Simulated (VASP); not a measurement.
# NaCl: exact exchange and RPA correlation, part 4 of 6

Wanted: where the RPA puts the energy minimum of NaCl. The scan starts from a database cell scaled to its smallest volume. The cell is of the rock-salt type. The start is a cell from a database of measured crystal structures.

VASP 6.6.1, plane waves and PAW; the level of theory is named at each step.

So far. Step 15 (Comparison: HSE06, volume ratio 0.97): Its energy is -4.9650 eV an atom, on a zero of its own. Step 16 (Orbitals, volume ratio 1): The run ends at a pressure of 0.79 GPa.

The database entry behind the starting cell differs from other determinations of this structure, so it need not match the best structure at room temperature.

## Step 17: Exact exchange, volume ratio 1

This step: Hartree-Fock energy on PBE orbitals; plane waves and PAW (Cl_GW, Na_sv_GW) (VASP 6.6.1).

Exact exchange at this point.

INCAR

```
SYSTEM = NaCl
PREC = Accurate
ENCUT = 510
ISMEAR = 0
SIGMA = 0.05
LREAL = .FALSE.
GGA = PE
NBANDS = 14
ALGO = Eigenval
NELM = 1
LHFCALC = .TRUE.
AEXX = 1
ALDAC = 0
AGGAC = 0
PRECFOCK = Normal
LWAVE = .FALSE.
LCHARG = .FALSE.
```

POSCAR

```
NaCl
1.0
    0.0000000000      2.8100000000      2.8100000000
    2.8100000000      0.0000000000      2.8100000000
    2.8100000000      2.8100000000      0.0000000000
Cl Na
1 1
Direct
    0.5000000000      0.5000000000      0.5000000000
    0.0000000000      0.0000000000      0.0000000000
```

KPOINTS

```
Automatic mesh
0
Gamma
4 4 4
0 0 0
```

PAW data sets: Cl_GW and Na_sv_GW (PBE family, release 64).

The WAVECAR or CHGCAR of an earlier step is read.

The run is started by

```bash
> mpirun -np 8 vasp_std
```

Log:

```text
[... set-up lines as in an earlier step ...]
 entering main loop
       N       E                     dE             d eps       ncg     rms          rms(c)
EIG:   1    -0.142689E+02   -0.14269E+02    0.00000E+00     0   0.000E+00
   1 F= -.14268870E+02 E0= -.14268870E+02  d E =-.517835E-14
```

The job ended after 8.2 s (8 MPI ranks of Intel Xeon Platinum 8124M at 3.00GHz (Skylake/Cascade Lake), shared host; peak memory 0.95 GiB; 60 s of CPU time).

Parts of OUTCAR (step 17):

```text
 POSITION                                       TOTAL-FORCE (eV/Angst)
 -----------------------------------------------------------------------------------
      2.81000      2.81000      2.81000         0.000000      0.000000     -0.000000
      0.00000      0.00000      0.00000         0.000000     -0.000000      0.000000
 -----------------------------------------------------------------------------------
    total drift:                               -0.000001     -0.000001     -0.000002

  FREE ENERGIE OF THE ION-ELECTRON SYSTEM (eV)
  ---------------------------------------------------
  free  energy   TOTEN  =       -14.2688697367 eV

  energy  without entropy=      -14.2688697367  energy(sigma->0) =      -14.26886974

[... 2 parts as in an earlier step ...]

[... 1 further part left out ...]
[key lines of the parts left out:]
E-fermi :  -0.6167
```

The Hartree-Fock energy on these orbitals is -7.1344 eV an atom.

## Step 18: Empty bands, volume ratio 1

This step: PBE; plane waves and PAW (Cl_GW, Na_sv_GW) (VASP 6.6.1).

The empty bands are made again, for the run that follows.

INCAR

```
SYSTEM = NaCl
PREC = Accurate
ENCUT = 510
ISMEAR = 0
SIGMA = 0.05
LREAL = .FALSE.
GGA = PE
NBANDS = 1208
ALGO = Exact
NELM = 1
LWAVE = .TRUE.
LCHARG = .FALSE.
LOPTICS = .TRUE.
NEDOS = 1000
CSHIFT = 0.1
```

POSCAR is that of step 17.

KPOINTS is that of step 17.

The run is started by

```bash
> mpirun -np 8 vasp_std
```

Log:

```text
[banner, memory and clock lines left out]
running    8 mpi-ranks, on    1 nodes
[...]
[... a notice as in an earlier step ...]

 LDA part: xc-table for (Slater+PW92), standard interpolation
 found WAVECAR, reading the header
  number of bands has changed, file:    14 present:  1208
  trying to continue reading WAVECAR, but it might fail
 POSCAR, INCAR and KPOINTS ok, starting setup
[...]
reading WAVECAR
 random initialization beyond band           14
 the WAVECAR file was read successfully
 initial charge from wavefunction
 entering main loop
       N       E                     dE             d eps       ncg     rms          rms(c)
DIA:   1    -0.885313E+01   -0.88531E+01    0.00000E+00     0   0.000E+00
   1 F= -.88531288E+01 E0= -.88531288E+01  d E =-.729916E-81
 writing wavefunctions
 optical routines
 imaginary and real dielectric function
 recalculating local potential from charge density
 direction            1
 direction            2
 direction            3
```

Elapsed: 9.8 s, on 8 MPI ranks; peak memory 1.5 GiB.

From OUTCAR (step 18):

```text
  Total        0.2198178      0.2198178      0.2198178     -0.0000000      0.0000000     -0.0000000
  in kB        7.9364176      7.9364176      7.9364176     -0.0000000      0.0000000     -0.0000000
  external PRESSURE =       7.9364176 kB  Pullay stress =       0.0000000 kB

 POSITION                                       TOTAL-FORCE (eV/Angst)
 -----------------------------------------------------------------------------------
      2.81000      2.81000      2.81000        -0.000000     -0.000000     -0.000000
      0.00000      0.00000      0.00000         0.000000      0.000000      0.000000
 -----------------------------------------------------------------------------------
    total drift:                               -0.000000      0.000000      0.000000

  FREE ENERGIE OF THE ION-ELECTRON SYSTEM (eV)
  ---------------------------------------------------
  free  energy   TOTEN  =        -8.8531287787 eV

  energy  without entropy=       -8.8531287787  energy(sigma->0) =       -8.85312878

[... 1 part as in an earlier step ...]

[... 2 further parts left out ...]
[key lines of the parts left out:]
E-fermi :  -0.2018
```

WAVECAR now holds 1208 bands for 16 electrons.

## Step 19: RPA correlation, volume ratio 1

This step: RPA correlation on PBE orbitals; plane waves and PAW (Cl_GW, Na_sv_GW) (VASP 6.6.1).

RPA correlation at this point.

INCAR

```
SYSTEM = NaCl
PREC = Accurate
ENCUT = 510
ISMEAR = 0
SIGMA = 0.05
LREAL = .FALSE.
GGA = PE
NBANDS = 1208
ALGO = ACFDT
ENCUTGW = 200
NOMEGA = 12
PRECFOCK = Fast
LWAVE = .FALSE.
LCHARG = .FALSE.
```

POSCAR is that of step 18.

KPOINTS is that of step 18.

The run is started by

```bash
> mpirun -np 8 vasp_std
```

Log:

```text
[banner, memory and clock lines left out]
running    8 mpi-ranks, on    1 nodes
[...]
[... a notice as in an earlier step ...]

 LDA part: xc-table for (Slater+PW92), standard interpolation
 found WAVECAR, reading the header
 POSCAR, INCAR and KPOINTS ok, starting setup
[...]
reading WAVECAR
 the WAVECAR file was read successfully
 initial charge from wavefunction
 available memory per node:     12.82 GB, setting MAXMEM to     13125

 The Fermi energy was updated, please check that it is located mid-gap
 values below the HOMO (VB) or above the LUMO (CB) will cause erroneous energies
 E-fermi :   1.7045

 the WAVEDER file was read successfully
 set NWRITE>2 for more details about minimax calculation
 number of imaginary grid points requested:      12
 number of distinct grids requested:  1
 quadrature errors minimized for energies in [ 0.515E+01, 0.557E+03 ]
 bosonic grid (T=0, re) determined with error: 0.2139E-08
 bosonic grid (re): 0.2139E-08
[...]
NQ=   2    0.2500    0.0000    0.0000,
|.........|.........|.........|.........
 performed      14300000 updates of chi_q(r,r)
 total number of BLAS operations       9359.10 Gflops
NQ=   3    0.5000    0.0000    0.0000,
|.........|.........|.........|.........
 performed      21450000 updates of chi_q(r,r)
 total number of BLAS operations      13591.26 Gflops
NQ=   4    0.2500    0.2500    0.0000,
|.........|.........|.........|.........
 performed      28600000 updates of chi_q(r,r)
 total number of BLAS operations      18402.09 Gflops
NQ=   5    0.5000    0.2500    0.0000,
|.........|.........|.........|.........
 performed      35750000 updates of chi_q(r,r)
 total number of BLAS operations      22983.48 Gflops
NQ=   6   -0.2500    0.2500    0.0000,
|.........|.........|.........|.........
 performed      42900000 updates of chi_q(r,r)
 total number of BLAS operations      27564.87 Gflops
NQ=   7    0.5000    0.5000    0.0000,
|.........|.........|.........|.........
 performed      50050000 updates of chi_q(r,r)
 total number of BLAS operations      32243.90 Gflops
NQ=   8   -0.2500    0.5000    0.2500,
|.........|.........|.........|.........
 performed      57200000 updates of chi_q(r,r)
 total number of BLAS operations      36728.67 Gflops
 entering main loop
```

It took 2.5 min on 8 MPI ranks; peak memory 3 GiB.

OUTCAR, selected parts (step 19):

```text
      cutoff energy     smooth cutoff   RPA   correlation   Hartree contr. to MP2
---------------------------------------------------------------------------------
            200.000           160.000      -15.5030488676      -21.3366598682
            190.476           152.381      -15.2141894965      -20.9634351983
            181.406           145.125      -14.9145207776      -20.5768038366
            172.768           138.214      -14.6107944675      -20.1857764421
            164.541           131.632      -14.2999111833      -19.7865158409
            156.705           125.364      -13.9837628459      -19.3818677284
            149.243           119.394      -13.6663340554      -18.9768510273
            142.136           113.709      -13.3438992850      -18.5668678815
  linear regression

[... 2 parts as in an earlier step ...]

[... 2 further parts left out ...]
[key lines of the parts left out:]
E-fermi :   1.7045
```

The correlation energy is -9.3357 eV an atom, +12 meV against the point before. With exact exchange the total is -16.4701 eV an atom.

## Step 20: Comparison: r2SCAN, volume ratio 1

This step: r2SCAN; plane waves and PAW (Cl_GW, Na_sv_GW) (VASP 6.6.1).

The comparison at this point.

INCAR

```
SYSTEM = NaCl
PREC = Accurate
ENCUT = 510
EDIFF = 1E-06
NELM = 100
ISMEAR = 0
SIGMA = 0.05
LREAL = .FALSE.
ALGO = Normal
METAGGA = R2SCAN
LASPH = .TRUE.
NBANDS = 14
LWAVE = .FALSE.
LCHARG = .FALSE.
KPAR = 8
```

POSCAR is that of step 19.

KPOINTS is that of step 19.

The run is started by

```bash
> mpirun -np 8 vasp_std
```

Log:

```text
[... set-up lines as in an earlier step ...]
 entering main loop
       N       E                     dE             d eps       ncg     rms          rms(c)
DAV:   1     0.126225E+03    0.12622E+03   -0.77855E+03   224   0.109E+03
DAV:   2    -0.117066E+02   -0.13793E+03   -0.12693E+03   260   0.336E+02
DAV:   3    -0.183942E+02   -0.66876E+01   -0.66387E+01   290   0.738E+01
DAV:   4    -0.186016E+02   -0.20745E+00   -0.20736E+00   314   0.134E+01
[...]
DAV:  11    -0.159313E+02    0.93246E-04   -0.66954E-05   284   0.137E-01    0.397E-03
DAV:  12    -0.159313E+02    0.18482E-04   -0.16319E-06   242   0.210E-02    0.388E-04
DAV:  13    -0.159313E+02    0.14240E-06   -0.32392E-07   174   0.651E-03
   1 F= -.15931254E+02 E0= -.15931254E+02  d E =-.674407E-31
```

It took 10 s on 8 MPI ranks; peak memory 1.3 GiB; 75 s of CPU time.

From OUTCAR (step 20):

```text
  Total       -0.1405916     -0.1405916     -0.1405916     -0.0000000     -0.0000000      0.0000000
  in kB       -5.0759910     -5.0759910     -5.0759910     -0.0000000     -0.0000000      0.0000000
  external PRESSURE =      -5.0759910 kB  Pullay stress =       0.0000000 kB

 POSITION                                       TOTAL-FORCE (eV/Angst)
 -----------------------------------------------------------------------------------
      2.81000      2.81000      2.81000         0.000000      0.000000      0.000000
      0.00000      0.00000      0.00000        -0.000000     -0.000000     -0.000000
 -----------------------------------------------------------------------------------
    total drift:                               -0.000000      0.000000      0.000000

  FREE ENERGIE OF THE ION-ELECTRON SYSTEM (eV)
  ---------------------------------------------------
  free  energy   TOTEN  =       -15.9312542239 eV

  energy  without entropy=      -15.9312542239  energy(sigma->0) =      -15.93125422

[... 2 parts as in an earlier step ...]

[... 1 further part left out ...]
[key lines of the parts left out:]
E-fermi :  -0.9193
```

Its energy is -7.9656 eV an atom, on a zero of its own.

## Step 21: Orbitals for comparison: HSE06, volume ratio 1

This step: PBE; plane waves and PAW (Cl_GW, Na_sv_GW) (VASP 6.6.1).

Starting orbitals, as before.

INCAR

```
SYSTEM = NaCl
PREC = Accurate
ENCUT = 510
EDIFF = 1E-05
NELM = 100
ISMEAR = 0
SIGMA = 0.05
LREAL = .FALSE.
ALGO = Normal
GGA = PE
NBANDS = 14
LORBIT = 11
LWAVE = .TRUE.
LCHARG = .FALSE.
KPAR = 8
```

POSCAR is that of step 20.

KPOINTS is that of step 20.

The run is started by

```bash
> mpirun -np 8 vasp_std
```

Log:

```text
[... set-up lines as in an earlier step ...]
 entering main loop
       N       E                     dE             d eps       ncg     rms          rms(c)
[... 10 cycles as in an earlier step ...]
DAV:  11    -0.885313E+01   -0.14147E-05   -0.21714E-06   202   0.152E-02
   1 F= -.88531285E+01 E0= -.88531285E+01  d E =-.203937E-11
 writing wavefunctions
```

Elapsed: 2.8 s, on 8 MPI ranks; peak memory 1.3 GiB.

From OUTCAR (step 21):

```text
  Total        0.2184014      0.2184014      0.2184014     -0.0000000     -0.0000000     -0.0000000
  in kB        7.8852793      7.8852793      7.8852793     -0.0000000     -0.0000000     -0.0000000
  external PRESSURE =       7.8852793 kB  Pullay stress =       0.0000000 kB

 POSITION                                       TOTAL-FORCE (eV/Angst)
 -----------------------------------------------------------------------------------
      2.81000      2.81000      2.81000        -0.000000     -0.000000      0.000000
      0.00000      0.00000      0.00000         0.000000      0.000000     -0.000000
 -----------------------------------------------------------------------------------
    total drift:                               -0.000000      0.000000      0.000000

  FREE ENERGIE OF THE ION-ELECTRON SYSTEM (eV)
  ---------------------------------------------------
  free  energy   TOTEN  =        -8.8531285145 eV

  energy  without entropy=       -8.8531285145  energy(sigma->0) =       -8.85312851

[... 2 parts as in an earlier step ...]

[... 1 further part left out ...]
[key lines of the parts left out:]
E-fermi :  -0.6480
```

The run ends at a pressure of 0.79 GPa.

## Step 22: Comparison: HSE06, volume ratio 1

This step: HSE06; plane waves and PAW (Cl_GW, Na_sv_GW) (VASP 6.6.1).

The comparison at this point.

INCAR

```
SYSTEM = NaCl
PREC = Accurate
ENCUT = 510
EDIFF = 1E-06
NELM = 100
ISMEAR = 0
SIGMA = 0.05
LREAL = .FALSE.
ALGO = Normal
LHFCALC = .TRUE.
AEXX = 0.25
GGA = PE
HFSCREEN = 0.2
LASPH = .TRUE.
NBANDS = 14
PRECFOCK = Fast
LWAVE = .FALSE.
LCHARG = .FALSE.
KPAR = 8
```

POSCAR is that of step 21.

KPOINTS is that of step 21.

The WAVECAR or CHGCAR of an earlier step is read.

The run is started by

```bash
> mpirun -np 8 vasp_std
```

Log:

```text
[... set-up lines as in an earlier step ...]
 entering main loop
       N       E                     dE             d eps       ncg     rms          rms(c)
DAV:   1    -0.993819E+01   -0.99382E+01   -0.13908E-01   236   0.409E+00    0.289E-01
DAV:   2    -0.993865E+01   -0.45500E-03   -0.48277E-03   344   0.123E+00    0.173E-01
DAV:   3    -0.993832E+01    0.33153E-03   -0.62166E-04   308   0.493E-01    0.925E-02
DAV:   4    -0.993826E+01    0.60890E-04   -0.74087E-05   290   0.145E-01    0.526E-02
DAV:   5    -0.993824E+01    0.18577E-04   -0.10064E-05   298   0.403E-02    0.312E-02
DAV:   6    -0.993823E+01    0.61445E-05   -0.26217E-06   260   0.158E-02    0.188E-02
DAV:   7    -0.993823E+01    0.19691E-05   -0.96152E-07   196   0.104E-02    0.115E-02
DAV:   8    -0.993823E+01    0.70733E-06   -0.58769E-07   178   0.859E-03
   1 F= -.99382283E+01 E0= -.99382283E+01  d E =-.180255E-14
```

It took 17 s on 8 MPI ranks; peak memory 2 GiB; 2.2 min of CPU time.

From OUTCAR (step 22):

```text
 POSITION                                       TOTAL-FORCE (eV/Angst)
 -----------------------------------------------------------------------------------
      2.81000      2.81000      2.81000         0.000000      0.000000      0.000000
      0.00000      0.00000      0.00000         0.000000      0.000000     -0.000000
 -----------------------------------------------------------------------------------
    total drift:                                0.000000      0.000000      0.000000

  FREE ENERGIE OF THE ION-ELECTRON SYSTEM (eV)
  ---------------------------------------------------
  free  energy   TOTEN  =        -9.9382283148 eV

  energy  without entropy=       -9.9382283148  energy(sigma->0) =       -9.93822831

[... 2 parts as in an earlier step ...]

[... 1 further part left out ...]
[key lines of the parts left out:]
E-fermi :  -1.6234
```

Its energy is -4.9691 eV an atom, on a zero of its own.

## Step 23: Orbitals, volume ratio 1.03

This step: PBE; plane waves and PAW (Cl_GW, Na_sv_GW) (VASP 6.6.1).

The same chain follows at a volume ratio of 1.03.

INCAR

```
SYSTEM = NaCl
PREC = Accurate
ENCUT = 510
EDIFF = 1E-08
NELM = 100
ISMEAR = 0
SIGMA = 0.05
LREAL = .FALSE.
ALGO = Normal
GGA = PE
NBANDS = 14
LORBIT = 11
LWAVE = .TRUE.
LCHARG = .FALSE.
KPAR = 8
```

POSCAR

```
NaCl
1.0
    0.0000000000      2.8378235917      2.8378235917
    2.8378235917      0.0000000000      2.8378235917
    2.8378235917      2.8378235917      0.0000000000
Cl Na
1 1
Direct
    0.5000000000      0.5000000000      0.5000000000
    0.0000000000      0.0000000000      0.0000000000
```

KPOINTS is that of step 22.

The run is started by

```bash
> mpirun -np 8 vasp_std
```

Log:

```text
[... set-up lines as in an earlier step ...]
 entering main loop
       N       E                     dE             d eps       ncg     rms          rms(c)
DAV:   1     0.129063E+03    0.12906E+03   -0.77980E+03   230   0.109E+03
DAV:   2    -0.164479E+01   -0.13071E+03   -0.12247E+03   254   0.318E+02
DAV:   3    -0.878524E+01   -0.71404E+01   -0.70801E+01   290   0.742E+01
DAV:   4    -0.899108E+01   -0.20584E+00   -0.20575E+00   312   0.135E+01
[...]
DAV:  12    -0.885915E+01   -0.45658E-06   -0.70593E-07   260   0.667E-03    0.118E-03
DAV:  13    -0.885915E+01    0.20581E-06   -0.11672E-07   302   0.397E-03    0.666E-05
DAV:  14    -0.885915E+01   -0.45623E-08   -0.29120E-09   178   0.700E-04
   1 F= -.88591508E+01 E0= -.88591508E+01  d E =-.230835E-22
 writing wavefunctions
```

It took 3.2 s on 8 MPI ranks; peak memory 1.3 GiB.

From OUTCAR (step 23):

```text
  Total        0.0017473      0.0017473      0.0017473     -0.0000000      0.0000000      0.0000000
  in kB        0.0612492      0.0612492      0.0612492     -0.0000000      0.0000000      0.0000000
  external PRESSURE =       0.0612492 kB  Pullay stress =       0.0000000 kB

 POSITION                                       TOTAL-FORCE (eV/Angst)
 -----------------------------------------------------------------------------------
      2.83782      2.83782      2.83782        -0.000000     -0.000000     -0.000000
      0.00000      0.00000      0.00000         0.000000      0.000000      0.000000
 -----------------------------------------------------------------------------------
    total drift:                               -0.000000      0.000000      0.000000

  FREE ENERGIE OF THE ION-ELECTRON SYSTEM (eV)
  ---------------------------------------------------
  free  energy   TOTEN  =        -8.8591507830 eV

  energy  without entropy=       -8.8591507830  energy(sigma->0) =       -8.85915078

[... 1 part as in an earlier step ...]

[... 2 further parts left out ...]
[key lines of the parts left out:]
E-fermi :  -0.6995
```

The run ends at a pressure of 0.01 GPa.

## Step 24: Exact exchange, volume ratio 1.03

This step: Hartree-Fock energy on PBE orbitals; plane waves and PAW (Cl_GW, Na_sv_GW) (VASP 6.6.1).

Exact exchange at this point.

INCAR

```
SYSTEM = NaCl
PREC = Accurate
ENCUT = 510
ISMEAR = 0
SIGMA = 0.05
LREAL = .FALSE.
GGA = PE
NBANDS = 14
ALGO = Eigenval
NELM = 1
LHFCALC = .TRUE.
AEXX = 1
ALDAC = 0
AGGAC = 0
PRECFOCK = Normal
LWAVE = .FALSE.
LCHARG = .FALSE.
```

POSCAR is that of step 23.

KPOINTS is that of step 23.

The WAVECAR or CHGCAR of an earlier step is read.

The run is started by

```bash
> mpirun -np 8 vasp_std
```

Log:

```text
[... set-up lines as in an earlier step ...]
 entering main loop
       N       E                     dE             d eps       ncg     rms          rms(c)
EIG:   1    -0.142832E+02   -0.14283E+02    0.00000E+00     0   0.000E+00
   1 F= -.14283243E+02 E0= -.14283243E+02  d E =-.274421E-31
```

Wall time 7.2 s (8 MPI ranks); peak memory 0.97 GiB.

OUTCAR, selected parts (step 24):

```text
 POSITION                                       TOTAL-FORCE (eV/Angst)
 -----------------------------------------------------------------------------------
      2.83782      2.83782      2.83782         0.000000     -0.000000     -0.000000
      0.00000      0.00000      0.00000        -0.000000      0.000000      0.000000
 -----------------------------------------------------------------------------------
    total drift:                                0.000000     -0.000000      0.000000

  FREE ENERGIE OF THE ION-ELECTRON SYSTEM (eV)
  ---------------------------------------------------
  free  energy   TOTEN  =       -14.2832430691 eV

  energy  without entropy=      -14.2832430691  energy(sigma->0) =      -14.28324307

[... 2 parts as in an earlier step ...]

[... 1 further part left out ...]
[key lines of the parts left out:]
E-fermi :  -0.6304
```

The Hartree-Fock energy on these orbitals is -7.1416 eV an atom.

(Continued in part 5 of 6.)

[Long decimals in the printed logs are rounded to 6 places.]

[Lines on the potential files, build, host, timing and source positions are cut from VASP's logs without a mark.]

[Logs are printed without paths, hosts, clocks, repeated set-up lines and the standing remarks that a program may print on its own settings, such as how far it seeks lower states.]

[Hosts, paths, dates, database ids (printed as entryN), source tags and the programs' standing remarks are cut or masked in the printed files.]

[Measured values are set beside computed ones only where the two were judged alike; some that the calculation misses by far are left out.]

[Pressures printed for these runs are not shown converged in the cutoff: they can be off by several GPa and have the wrong sign.]
